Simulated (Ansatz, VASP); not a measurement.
**One calculation of TaMo4, two programs**

```
Ta Mo
1.0
     4.66185    0.00000    0.00000
     0.00000    4.66185    0.00000
     0.00000    0.00000    4.66185
Ta Mo
1 4
Direct
  0.50000 0.50000 0.50000
  0.00000 0.50000 0.50000
  0.50000 0.00000 0.50000
  0.50000 0.50000 0.00000
  0.00000 0.00000 0.00000
```

Alike in both runs: functional PBE; k mesh 4 × 4 × 4; occupations gaussian, width 0.1 eV; no spin polarisation.

Ansatz relaxed the structure, and its values are those at the end. VASP's run is a single point on that final structure, the one shown.

|  | VASP | Ansatz |
| --- | --- | --- |
| version | VASP 6.6.1 | Ansatz 0.2.0 |
| potentials or method | VASP PAW PBE potentials, release 64 (Ta_pv, Mo_sv) | scalar-relativistic, plane waves, PAW |
| plane-wave cutoff (eV) | 520 | 420 |
| valence electrons in the cell | 67 | 69 |

|  | VASP | Ansatz | Ansatz less VASP |
| --- | --- | --- | --- |
| gap on the k mesh at the Fermi level (eV) | none | none | - |
| pressure (GPa) | 0.8 | 0.0 | -0.79 |

A gap of «none» marks a metal or a gap that the smearing closes. The two sets of potentials don't hold the same shells in valence.

Spin-orbit coupling is left out, which matters for the levels of Ta.
